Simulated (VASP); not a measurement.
OSZICAR of a VASP run on Bi (a7):

OSZICAR:
```
       N       E                     dE             d eps       ncg     rms          rms(c)
DAV:   1     0.330145341329E+03    0.33015E+03   -0.13811E+04  6490   0.160E+03
DAV:   2     0.277422813953E+02   -0.30240E+03   -0.29666E+03  6518   0.478E+02
DAV:   3    -0.774595203414E+01   -0.35488E+02   -0.34806E+02  7708   0.191E+02
DAV:   4    -0.933602792196E+01   -0.15901E+01   -0.15859E+01  7280   0.441E+01
DAV:   5    -0.941955608765E+01   -0.83528E-01   -0.83524E-01  8376   0.887E+00    0.106E+00
DAV:   6    -0.941514692358E+01    0.44092E-02   -0.29199E-02  8746   0.156E+00    0.650E-01
DAV:   7    -0.941280290367E+01    0.23440E-02   -0.80411E-03  8226   0.635E-01    0.525E-01
DAV:   8    -0.941309109464E+01   -0.28819E-03   -0.15827E-03  8932   0.290E-01    0.709E-02
DAV:   9    -0.941316140352E+01   -0.70309E-04   -0.22345E-04  7842   0.111E-01    0.204E-02
DAV:  10    -0.941318202352E+01   -0.20620E-04   -0.36573E-05  6994   0.459E-02    0.893E-03
DAV:  11    -0.941318399258E+01   -0.19691E-05   -0.69299E-06  6290   0.173E-02    0.494E-03
DAV:  12    -0.941318445645E+01   -0.46387E-06   -0.99248E-07  4862   0.768E-03
   1 F= -.94131845E+01 E0= -.94130745E+01  d E =-.219873E-03  mag=    -0.0000    -0.0000     0.0000
       N       E                     dE             ncg
```

Question: Which electronic solver shows in the log?

Answer: It is blocked Davidson (ALGO = Normal, or the opening steps of other solvers). The INCAR had ALGO = Normal.

Question: How was spin treated?

Answer: With non-collinear spinors: mag has three components.

Question: Can the final energy be trusted as converged?

Answer: Self-consistency was reached. It stopped with EDIFF = 1E-6, NELM = 100 (PBE GGA with spin-orbit coupling, plane waves, VASP's PBE PAW potentials (set 64)).

The compound is Bi in the a7 structure. It was relaxed first.
